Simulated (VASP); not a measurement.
Here is the system:

```
CELL_PARAMETERS angstrom
      0.00000     1.93864     1.93864
      1.93864     0.00000     1.93864
      1.93864     1.93864     0.00000
ATOMIC_POSITIONS crystal
  Pd 0.00000 0.00000 0.00000
```

These are LDA (Ceperley-Alder, Perdew-Zunger), VASP's LDA PAW potentials (set 64) (plane waves; VASP) values and carry that method's errors. Run with 520 eV cut-off, 16×16×16 Γ-centred mesh, first-order Methfessel-Paxton smearing of 0.10 eV, potentials Pd.

Task: Give the stress tensor in GPa (positive for a compressed cell).

Result: 
```
-5.90   0.00   0.00
 0.00  -5.90   0.00
 0.00   0.00  -5.90
```
The pressure is its mean diagonal, -5.90 GPa.

The compound is Pd in the fcc structure. This cell is one point of a volume scan, at 1.03 of the reference volume.
